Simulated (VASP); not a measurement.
Crystal: Be3Se2S.

```
CELL_PARAMETERS angstrom
-1.79633 5.38785 2.53857
1.79633 -5.38785 2.53857
1.79633 5.38785 -2.53857
ATOMIC_POSITIONS crystal
Be 0.40089 0.24104 0.15985
Be 0.08119 0.24104 0.84015
Be 0.76752 0.26752 0.50000
Se 0.33479 0.00025 0.33454
Se 0.66571 0.00025 0.66546
S 0.99991 0.99991 0.00000
```

The cell was built by a generator and needn't be a form met in nature.

Base run:

```yaml
Program: VASP 6.6.1
Functional: PBE
Potentials_or_basis: VASP PAW PBE potentials, release 64 (Be, Se, S)
Cutoff: 520 eV
k_mesh: 6 × 6 × 6
Occupations: gaussian, width 0.02 eV
Spin: no spin polarisation
```

Its results: band gap on the k mesh 2.68 eV, indirect (least direct gap 2.85 eV); pressure 0.0 GPa; largest force 0.004 eV/Å.

Question: The run is repeated on the same cell with these changes: functional from PBE to HSE06; further incar settings from ALGO = Normal; EDIFF = 1e-06 to ALGO = Normal; EDIFF = 1e-05. What comes out?

Answer: Band gap on the k mesh 3.56 eV, indirect (least direct gap 3.74 eV); pressure -1.7 GPa; largest force 0.045 eV/Å.

Caveats: the PAW data sets were made with another functional, which shifts forces and pressure a little (some runs).

A k mesh can miss the band edges.
